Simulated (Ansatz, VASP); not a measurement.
# Cr (Cr(100)): VASP beside Ansatz, part 2 of 2

One calculation is typed for both programs; each brings its own data sets and cutoff. How far apart do they land? The structure shown is the end of the Ansatz relaxation below.

VASP 6.6.1 and Ansatz 0.2.0.

So far: Starting point; Ansatz: relaxation, PBE.

## Step 3: VASP: single point, PBE

Level of this step: PBE, spin-polarised from a ferrimagnetic start; plane waves and PAW (Cr_pv) (VASP).

The same cell, functional, mesh and smearing now go to VASP, with its own data sets and cutoff.

Lines of VASP's logs that name or quote its potential files are left out, and so is its time.

Contents of INCAR:

```
SYSTEM = Cr
PREC = Accurate
ENCUT = 400
EDIFF = 1E-06
NELM = 100
ISMEAR = -1
SIGMA = 0.1
LREAL = .FALSE.
ALGO = Normal
GGA = PE
NBANDS = 41
ISPIN = 2
MAGMOM = 2.6 -1.53 1.28 -1.43 2.38
LASPH = .TRUE.
LMAXMIX = 4
LORBIT = 11
LWAVE = .FALSE.
LCHARG = .FALSE.
KPAR = 4
ISIF = 0
LDIPOL = .TRUE.
IDIPOL = 3
DIPOL = 0.5 0.5 0.5
LVHAR = .TRUE.
```

Contents of POSCAR:

```
Cr
1.0
    2.8800000000      0.0000000000      0.0000000000
    0.0000000000      2.8800000000      0.0000000000
    0.0000000000      0.0000000000     23.7600000000
Cr
5
Direct
    0.0000000000      0.0000000000      0.3787878788
    0.5000000000      0.5000000000      0.4393939394
    0.0000000000      0.0000000000      0.4997297714
    0.5000000000      0.5000000000      0.5620528082
    0.0000000000      0.0000000000      0.6186415736
```

Contents of KPOINTS:

```
Automatic mesh
0
Gamma
10 10 1
0 0 0
```

The projector-augmented-wave data sets are Cr_pv (PBE family, release 64).

Command:

```bash
$ mpirun -np 4 vasp_std
```

Numbers of over 12 decimals in the logs are rounded to 6 here.

Output:

```text
[banner, memory and clock lines left out]
running    4 mpi-ranks, on    1 nodes
 distrk:  each k-point on    1 cores,    4 groups
 distr:  one band on    1 cores,    1 groups

 POSCAR found type information on POSCAR Cr
 POSCAR found :  1 types and       5 ions
 LDA part: xc-table for (Slater+PW92), standard interpolation
 POSCAR, INCAR and KPOINTS ok, starting setup
 FFT: planning ... GRIDC
 FFT: planning ... GRID_SOFT
 FFT: planning ... GRID
 WAVECAR not read
 entering main loop
       N       E                     dE             d eps       ncg     rms          rms(c)
DAV:   1     0.538671228373E+03    0.53867E+03   -0.33790E+04  4660   0.116E+03
DAV:   2    -0.286335415182E+02   -0.56730E+03   -0.54736E+03  3545   0.401E+02
DAV:   3    -0.523217629462E+02   -0.23688E+02   -0.22841E+02  4534   0.942E+01
DAV:   4    -0.529177533540E+02   -0.59599E+00   -0.59147E+00  4243   0.141E+01
DAV:   5    -0.529447115978E+02   -0.26958E-01   -0.26928E-01  5581   0.230E+00    0.266E+01
DAV:   6    -0.787600453456E+02   -0.25815E+02   -0.15486E+02  4929   0.815E+01    0.655E+01
DAV:   7    -0.466309532093E+02    0.32129E+02   -0.17039E+02  4983   0.717E+01    0.227E+01
DAV:   8    -0.755074112244E+02   -0.28876E+02   -0.13743E+02  5258   0.632E+01    0.574E+01
DAV:   9    -0.453689557266E+02    0.30138E+02   -0.13475E+02  5032   0.426E+01    0.206E+01
DAV:  10    -0.449918356115E+02    0.37712E+00   -0.37215E+01  4897   0.327E+01    0.203E+01
DAV:  11    -0.429256049400E+02    0.20662E+01   -0.10183E+01  4927   0.171E+01    0.645E+00
DAV:  12    -0.432872554297E+02   -0.36165E+00   -0.10368E+00  4853   0.962E+00    0.638E+00
DAV:  13    -0.435140578126E+02   -0.22680E+00   -0.59685E-01  4401   0.689E+00    0.547E+00
DAV:  14    -0.441374457231E+02   -0.62339E+00   -0.11184E+00  4420   0.526E+00    0.400E+00
[...]
DAV:  35    -0.444770031469E+02   -0.33554E-04   -0.62903E-06  2776   0.513E-03    0.188E-03
DAV:  36    -0.444770171549E+02   -0.14008E-04   -0.14590E-06  2500   0.261E-03    0.145E-03
DAV:  37    -0.444770332017E+02   -0.16047E-04   -0.85487E-07  2350   0.176E-03    0.156E-03
DAV:  38    -0.444770410952E+02   -0.78936E-05   -0.74909E-07  2316   0.184E-03    0.937E-04
DAV:  39    -0.444770426312E+02   -0.15360E-05   -0.19888E-07  2212   0.123E-03    0.643E-04
DAV:  40    -0.444770444247E+02   -0.17934E-05   -0.12110E-07  2137   0.784E-04    0.360E-04
DAV:  41    -0.444770458945E+02   -0.14698E-05   -0.12007E-07  2231   0.858E-04    0.280E-04
DAV:  42    -0.444770463325E+02   -0.43806E-06   -0.31318E-08  1969   0.493E-04
   1 F= -.44477046E+02 E0= -.44417530E+02  d E =-.119033E+00  mag=     4.0088
```

OUTCAR, selected parts (step 3):

```text
ion  position               nearest neighbor table
   1  0.000  0.000  0.379-   2 2.49   2 2.49   2 2.49   2 2.49   3 2.87
   2  0.500  0.500  0.439-   3 2.49   3 2.49   3 2.49   3 2.49   1 2.49   1 2.49   1 2.49   1 2.49
                             4 2.91
   3  0.000  0.000  0.500-   2 2.49   2 2.49   2 2.49   2 2.49   4 2.52   4 2.52   4 2.52   4 2.52
                             5 2.83   1 2.87
   4  0.500  0.500  0.562-   5 2.44   5 2.44   5 2.44   5 2.44   3 2.52   3 2.52   3 2.52   3 2.52
                             2 2.91
   5  0.000  0.000  0.619-   4 2.44   4 2.44   4 2.44   4 2.44   3 2.83

  LATTYP: Found a simple tetragonal cell.
 ALAT       =     2.8800000000
 C/A-ratio  =     8.2500000000

 Subroutine GETGRP returns: Found  8 space group operations
 (whereof  8 operations were pure point group operations)

The static configuration has the point symmetry C_4v.

 Found     21 irreducible k-points:

   k-points           NKPTS =     21   k-points in BZ     NKDIM =     21   number of bands    NBANDS=     41

   dimension x,y,z NGX =    20 NGY =   20 NGZ =  160
   dimension x,y,z NGXF=    40 NGYF=   40 NGZF=  320

   ENCUT  =  400.0 eV  29.40 Ry    5.42 a.u.   4.70  4.70 38.75*2*pi/ulx,y,z

   NELECT =      60.0000    total number of electrons

 k-points in reciprocal lattice and weights: Automatic mesh
   0.00000000  0.00000000  0.00000000       0.010
   0.10000000  0.00000000  0.00000000       0.040
   0.20000000  0.00000000  0.00000000       0.040
   0.30000000  0.00000000  0.00000000       0.040
   0.40000000  0.00000000  0.00000000       0.040
   0.50000000  0.00000000  0.00000000       0.020
   0.10000000  0.10000000  0.00000000       0.040
   0.20000000  0.10000000  0.00000000       0.080
   0.30000000  0.10000000  0.00000000       0.080
[...]
0.50000000  0.40000000  0.00000000       0.040
   0.50000000  0.50000000  0.00000000       0.010

 dipolmoment           0.000000      0.000000      0.000234 electrons x Angstroem

 average (electrostatic) potential at core
       1 -75.4793       2 -75.7754       3 -75.8339       4 -75.7917       5 -75.5399

 E-fermi :   0.7539

 spin component 1
 k-point     1 :       0.0000    0.0000    0.0000
  band No.  band energies     occupation
    ...
     30      -0.1204      0.99984
     31      -0.1204      0.99984
     32       0.0458      0.99916
     33       0.3828      0.97612
     34       0.7341      0.54915
     35       0.8216      0.33692
     36       1.7348      0.00005
     37       1.8374      0.00002
     38       1.8374      0.00002
     39       2.3734      0.00000
    ...

 k-point     2 :       0.1000    0.0000    0.0000
  band No.  band energies     occupation
    ...
     30       0.1107      0.99839
     31       0.1171      0.99829
     32       0.2606      0.99284
     33       0.4528      0.95304
     34       0.5308      0.90297
     35       0.9936      0.08334
     36       1.7561      0.00004
     37       1.7917      0.00003
     38       2.1152      0.00000
     39       2.3107      0.00000
    ...

 k-point     3 :       0.2000    0.0000    0.0000
  band No.  band energies     occupation
    ...
     29      -0.1606      0.99989
     30      -0.0850      0.99977
     31       0.2916      0.99027
     32       0.4708      0.94430
     33       0.4953      0.92991
     34       0.7546      0.49805
     35       1.4402      0.00104
     36       1.6777      0.00010
     37       1.7639      0.00004
     38       2.1872      0.00000
    ...

 k-point     4 :       0.3000    0.0000    0.0000
  band No.  band energies     occupation
    ...
     28      -0.4277      0.99999
     29      -0.3050      0.99997
     30      -0.2188      0.99994
     31       0.1711      0.99706
     32       0.4890      0.93390
     33       0.8969      0.19301
     34       1.3644      0.00223
     35       1.4040      0.00150
     36       1.6767      0.00010
     37       1.7785      0.00004
    ...

 k-point     5 :       0.4000    0.0000    0.0000
  band No.  band energies     occupation
    ...
     28      -0.5069      1.00000
     29      -0.0004      0.99947
     30       0.1159      0.99831
     31       0.4248      0.96411
     32       0.5588      0.87553
     33       1.0551      0.04687
     34       1.2455      0.00727
     35       1.5234      0.00045
     36       1.8991      0.00001
     37       1.9507      0.00001
    ...

 k-point     6 :       0.5000    0.0000    0.0000
  band No.  band energies     occupation
    ...
     28      -0.5959      1.00000
     29      -0.0857      0.99977
     30       0.5090      0.92045
     31       0.5948      0.83071
     32       0.7308      0.55742
     33       1.0090      0.07229
     34       1.4727      0.00076
     35       1.7639      0.00004
     36       1.7964      0.00003
     37       1.9502      0.00001
    ...

  energy-cutoff  :      400.00
  volume of cell :      197.07
      direct lattice vectors                 reciprocal lattice vectors
     2.880000000  0.000000000  0.000000000     0.347222222  0.000000000  0.000000000
     0.000000000  2.880000000  0.000000000     0.000000000  0.347222222  0.000000000
     0.000000000  0.000000000 23.760000000     0.000000000  0.000000000  0.042087542

 POSITION                                       TOTAL-FORCE (eV/Angst)
 -----------------------------------------------------------------------------------
      0.00000      0.00000      9.00000         0.000000     -0.000000      0.389962
      1.44000      1.44000     10.44000        -0.000000      0.000000     -0.387570
      0.00000      0.00000     11.87358         0.000000     -0.000000      0.008524
      1.44000      1.44000     13.35437         0.000000      0.000000     -0.033379
      0.00000      0.00000     14.69892         0.000000      0.000000      0.022463
 -----------------------------------------------------------------------------------
    total drift:                               -0.000000     -0.000000      0.001220

  FREE ENERGIE OF THE ION-ELECTRON SYSTEM (eV)
  ---------------------------------------------------
  free  energy   TOTEN  =       -44.4770463325 eV

  energy  without entropy=      -44.3580132346  energy(sigma->0) =      -44.41752978

 vacuum level on the upper side and lower side of the slab         4.451         4.446

 total charge
# of ion       s       p       d       tot
------------------------------------------
    1        0.384   6.212   4.126  10.722
    2        0.427   6.368   4.196  10.990
    3        0.422   6.367   4.193  10.982
    4        0.433   6.374   4.214  11.021
    5        0.400   6.227   4.155  10.783
--------------------------------------------------
tot          2.065  31.548  20.885  54.497

 magnetization (x)
# of ion       s       p       d       tot
------------------------------------------
    1        0.037   0.027   2.712   2.777
    2       -0.024  -0.023  -1.609  -1.657
    3        0.016  -0.001   1.370   1.385
    4       -0.023  -0.021  -1.530  -1.574
    5        0.033   0.022   2.521   2.577
--------------------------------------------------
tot          0.040   0.005   3.464   3.509

[... 6 further parts left out ...]
```

## Step 4: Side by side

Known differences besides the potentials themselves: VASP starts from the moments at which Ansatz ended; the data sets hold 70 valence electrons in Ansatz (default PAW (the set named soft_2) files) and 60 in VASP; the cutoff is 420 eV in Ansatz and 400 eV in VASP; site moments are counted in spheres of each program's own size. Total energies have different zeros and are not compared.

Both answers:

```
                                   quantity  Ansatz   VASP  difference
                          total moment (μB)    3.99   4.01       -0.02
                         moment on Cr1 (μB)    2.60   2.78       -0.18
                         moment on Cr5 (μB)    2.38   2.58       -0.20
                         moment on Cr2 (μB)   -1.53  -1.66       +0.13
                         moment on Cr4 (μB)   -1.43  -1.57       +0.14
                         moment on Cr3 (μB)    1.28   1.39       -0.10
 work function, lower of the two faces (eV)    3.69   3.69        0.00
work function, higher of the two faces (eV)    3.70   3.70        0.00
```

Forces (eV/Å; atoms numbered as in POSCAR):

```csv
atom,"Ansatz x, y, z","VASP x, y, z"
Cr1,"0.000, 0.000, 0.424","0.000, 0.000, 0.390"
Cr2,"0.000, 0.000, -0.408","0.000, 0.000, -0.388"
Cr3,"0.000, 0.000, 0.008","0.000, 0.000, 0.009"
Cr4,"0.000, 0.000, -0.016","0.000, 0.000, -0.033"
Cr5,"0.000, 0.000, -0.008","0.000, 0.000, 0.022"
```

The forces differ by 14 meV/Å r.m.s., which is 9.6 % of the r.m.s. force of 0.14 eV/Å (both taken over all components).

## Step 5: Other set-ups

Further runs change the set-up of one program: Ansatz's method, potentials or start, or VASP's data sets, cutoff or form of LDA. The table gives Ansatz less VASP for each quantity, since a change that brings one quantity closer may part another.

```csv
run,r.m.s. force difference (meV/Å),total moment (μB),"work function, lower of the two faces (eV)","work function, higher of the two faces (eV)"
as above,14,-0.021,-0.0011,-1.3e-4
VASP with the data sets Cr_sv_GW and a cutoff of 620 eV,0.69,0.0047,0.0014,0.0024
```

## Step 6: Summary of results

```yaml
r_m_s_force_difference_single_point_pbe: 14 meV/Å
```

**Reading.** The r.m.s. force difference is 14 meV/Å (single point, PBE), beyond the 12 meV/Å picked in this series as the mark of a large difference. Single point, PBE, VASP with the data sets Cr_sv_GW and a cutoff of 620 eV: r.m.s. force difference goes from 14 to 0.69 meV/Å; the difference in total moment goes from -0.021 to 0.0047 μB; the difference in work function, lower of the two faces goes from -0.0011 to 0.0014 eV; the difference in work function, higher of the two faces goes from -1.3e-4 to 0.0024 eV. Such differences can come from data sets, numerical settings and the points named under the comparisons, not from the functional's error against experiment.

[Lines on the potential files, build, host, timing and source positions are cut from VASP's logs without a mark.]

[Logs are printed without paths, hosts, clocks, repeated set-up lines and the standing remarks that a program may print on its own settings, such as how far it seeks lower states.]

[Hosts, paths, dates, database ids (printed as entryN), source tags and the programs' standing remarks are cut or masked in the printed files.]
